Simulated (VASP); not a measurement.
An input for Ansatz (written as the equivalent of a VASP run, and not itself run):

Ansatz 0.2 input:
```yaml
crystal:
  lattice:
    - [0.0036516, 6.1878124, 6.1773018]
    - [6.1878124, 0.0036516, 6.1773018]
    - [3.0957320, 3.0957320, 0.0000000]
  atoms:
    - { symbol: Zn, position: [0.0007432, 0.0007432, 0.9985136] }
    - { symbol: Zn, position: [0.0019898, 0.4983391, 0.9996710] }
    - { symbol: Zn, position: [0.4983391, 0.0019898, 0.9996710] }
    - { symbol: Te, position: [0.1250932, 0.1250932, 0.2498135] }
    - { symbol: Te, position: [0.1093962, 0.6298870, 0.2607167] }
    - { symbol: Te, position: [0.6298870, 0.1093962, 0.2607167] }
    - { symbol: Te, position: [0.6360526, 0.6360526, 0.2278949] }
    - { symbol: Hg, position: [0.4984987, 0.4984987, 0.0030025] }
kpoints:
  mp_grid: { grid: [3, 3, 6] }
hamiltonian:
  xc: pbesol
  pseudopotentials: { kind: paw }
scf:
  occupations: { method: gaussian, width: 0.05 }
  max_iter: 100
relax:
  max_steps: 60
  f_tol: 0.02
  cell: {}
output: { forces: true, stress: true, eigenvalues: true }
```

Task: Translate this input to VASP (INCAR, KPOINTS, POSCAR, choice of POTCAR).

Result: One answer among several that fit: 
KPOINTS:
```
Automatic mesh
0
Gamma
3 3 6
0 0 0
```

**POSCAR**
```
HgZn3Te4
1
    0.0036516250     6.1878124221     6.1773018083
    6.1878124221     0.0036516250     6.1773018083
    3.0957320236     3.0957320236     0.0000000000
Zn Te Hg
3 4 1
Direct
  0.0007432239   0.0007432239   0.9985135522
  0.0019898390   0.4983391173   0.9996710437
  0.4983391173   0.0019898390   0.9996710437
  0.1250932462   0.1250932462   0.2498135077
  0.1093962485   0.6298870290   0.2607167225
  0.6298870290   0.1093962485   0.2607167225
  0.6360525689   0.6360525689   0.2278948622
  0.4984987272   0.4984987272   0.0030025456
```

INCAR:
```
ALGO=Normal
EDIFF=1E-6
EDIFFG=-0.02
ENCUT=400
GGA=PS
IBRION=2
ISIF=3
ISMEAR=0
LASPH=.TRUE.
LCHARG=.FALSE.
LMAXMIX=6
LREAL=.FALSE.
LWAVE=.FALSE.
NELM=100
NSW=60
PREC=Accurate
SIGMA=0.05
SYSTEM=HgZn3Te4
```

POTCAR, in this order: Zn Te Hg (PBE.64 set). Program: vasp_std.

The two are equivalent in intent, not identical: each code has its own PAW files, so the cut-off isn't converted (ENCUT is set for VASP's; basis.ecutwfc is left out, and Ansatz then takes the one that its files recommend); Ansatz stops its SCF on the density residual and VASP on the energy change (EDIFF).

The structure was generated: HgZn3Te4 was put into an ordered model structure (Amm2), which need not be its known phase. This run relaxes it. Symmetry was kept, so distortions that lower it aren't found. The start is the result of an earlier pass.
